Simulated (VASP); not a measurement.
Computed with LDA (Ceperley-Alder, Perdew-Zunger), VASP's LDA PAW potentials (set 64) (plane waves; VASP).

VASP input:

**KPOINTS**
```
Automatic mesh
0
Gamma
4 4 4
0 0 0
```

**POSCAR**
```
CsSnI3
1
    6.1435286052     0.0000000000     0.0000000000
    0.0000000000     6.1435286052     0.0000000000
    0.0000000000     0.0000000000     6.1435286052
Cs Sn I
1 1 3
Direct
  0.0000000000   0.0000000000   0.0000000000
  0.5000000000   0.5000000000   0.5000000000
  0.5000000000   0.0000000000   0.5000000000
  0.0000000000   0.5000000000   0.5000000000
  0.5000000000   0.5000000000   0.0000000000
```

INCAR:
```
SYSTEM = CsSnI3
PREC = Accurate
ENCUT = 520
EDIFF = 1E-7
NELM = 100
ALGO = Normal
LREAL = .FALSE.
LASPH = .TRUE.
ISMEAR = 0
SIGMA = 0.05
LMAXMIX = 4
LWAVE = .FALSE.
LCHARG = .FALSE.
ISIF = 2
```

POTCAR, in this order: Cs_sv Sn_d I (LDA.64 set). Program: vasp_std.

Output

### OSZICAR
```
       N       E                     dE             d eps       ncg     rms          rms(c)
DAV:   1     0.357398101266E+03    0.35740E+03   -0.18607E+04   520   0.155E+03
DAV:   2     0.284579354988E+02   -0.32894E+03   -0.32145E+03   614   0.311E+02
DAV:   3    -0.143678235012E+02   -0.42826E+02   -0.42400E+02   628   0.124E+02
DAV:   4    -0.161736745828E+02   -0.18059E+01   -0.17940E+01   622   0.292E+01
DAV:   5    -0.162433249884E+02   -0.69650E-01   -0.69342E-01   804   0.535E+00    0.446E+00
DAV:   6    -0.160176690647E+02    0.22566E+00   -0.39407E-01   674   0.359E+00    0.294E+00
DAV:   7    -0.159841244564E+02    0.33545E-01   -0.25691E-01   688   0.221E+00    0.873E-01
DAV:   8    -0.159819279104E+02    0.21965E-02   -0.40027E-02   608   0.142E+00    0.241E-01
DAV:   9    -0.159815452273E+02    0.38268E-03   -0.26731E-03   760   0.391E-01    0.798E-02
DAV:  10    -0.159815563699E+02   -0.11143E-04   -0.30121E-04   634   0.850E-02    0.424E-02
DAV:  11    -0.159815369515E+02    0.19418E-04   -0.16414E-04   668   0.841E-02    0.192E-02
DAV:  12    -0.159815346614E+02    0.22901E-05   -0.22041E-05   612   0.224E-02    0.143E-02
DAV:  13    -0.159815348128E+02   -0.15137E-06   -0.10877E-06   680   0.578E-03    0.409E-03
DAV:  14    -0.159815344957E+02    0.31706E-06   -0.94261E-07   648   0.731E-03    0.113E-03
DAV:  15    -0.159815344992E+02   -0.35202E-08   -0.16921E-07   496   0.216E-03
   1 F= -.15981534E+02 E0= -.15981388E+02  d E =-.293987E-03
```

File OUTCAR:
```
------------------------ aborting loop because EDIFF is reached ----------------------------------------
  FORCE on cell =-STRESS in cart. coord.  units (eV):
  Direction    XX          YY          ZZ          XY          YZ          ZX
  --------------------------------------------------------------------------------------
  Total       -1.1381095     -1.1381095     -1.1381095      0.0000000     -0.0000000     -0.0000000
  in kB       -7.8639541     -7.8639541     -7.8639541      0.0000000     -0.0000000     -0.0000000
  external PRESSURE =      -7.8639541 kB  Pullay stress =       0.0000000 kB
  volume of cell :      231.87
      direct lattice vectors                 reciprocal lattice vectors
     6.143528605  0.000000000  0.000000000     0.162772905  0.000000000  0.000000000
     0.000000000  6.143528605  0.000000000     0.000000000  0.162772905  0.000000000
     0.000000000  0.000000000  6.143528605     0.000000000  0.000000000  0.162772905
 POSITION                                       TOTAL-FORCE (eV/Angst)
 -----------------------------------------------------------------------------------
      0.00000      0.00000      0.00000         0.000000      0.000000      0.000000
      3.07176      3.07176      3.07176         0.000000      0.000000      0.000000
      3.07176      0.00000      3.07176         0.000000      0.000000      0.000000
      0.00000      3.07176      3.07176         0.000000      0.000000      0.000000
      3.07176      3.07176      0.00000         0.000000      0.000000      0.000000
 -----------------------------------------------------------------------------------
    total drift:                                0.000000     -0.000000     -0.000000
  FREE ENERGIE OF THE ION-ELECTRON SYSTEM (eV)
  ---------------------------------------------------
  free  energy   TOTEN  =       -15.9815344992 eV

  energy  without entropy=      -15.9812405120  energy(sigma->0) =      -15.98138751
```
(Selected blocks of OUTCAR.)

File OUTCAR:
```
 val. band max:        3.0169566695   @ k =   0.5000   0.5000   0.5000

 cond. band min:       3.1442818463   @ k =   0.5000   0.5000   0.5000


 Fermi energy:         3.0717859012

 k-point     1 :       0.0000    0.0000    0.0000
  band No.  band energies     occupation
      1     -19.2873      2.00000
      2     -19.0951      2.00000
      3     -19.0951      2.00000
      4     -19.0662      2.00000
      5     -19.0662      2.00000
      6     -19.0662      2.00000
      7     -10.5140      2.00000
      8      -9.7195      2.00000
      9      -9.7195      2.00000
     10      -6.0858      2.00000
     11      -6.0858      2.00000
     12      -6.0858      2.00000
     13      -3.3915      2.00000
     14      -1.9563      2.00000
     15      -1.9563      2.00000
     16      -1.9563      2.00000
     17       0.5489      2.00000
     18       0.5489      2.00000
     19       0.5489      2.00000
     20       0.7256      2.00000
     21       0.7256      2.00000
     22       0.7256      2.00000
     23       4.7992      0.00000
     24       5.7514      0.00000
     25       5.7514      0.00000
     26       6.1548      0.00000

 k-point     2 :       0.2500    0.0000    0.0000
  band No.  band energies     occupation
      1     -19.2870      2.00000
      2     -19.0951      2.00000
      3     -19.0941      2.00000
      4     -19.0663      2.00000
      5     -19.0663      2.00000
      6     -19.0662      2.00000
      7     -10.4307      2.00000
      8      -9.8232      2.00000
      9      -9.7176      2.00000
     10      -6.0812      2.00000
     11      -6.0812      2.00000
     12      -6.0735      2.00000
     13      -3.9929      2.00000
     14      -1.9009      2.00000
     15      -1.9009      2.00000
     16      -0.8865      2.00000
     17       0.4292      2.00000
     18       0.4292      2.00000
     19       0.4478      2.00000
     20       0.6402      2.00000
     21       0.6402      2.00000
     22       0.7131      2.00000
...
```

Unless said otherwise, spin-orbit coupling is left out, though it shifts the bands of the heavy elements here.

The compound is CsSnI3 in the cubic perovskite structure, the ideal cubic form; the compound distorts at low or room temperature. This cell is one point of a volume scan, at 1.06 of the reference volume.
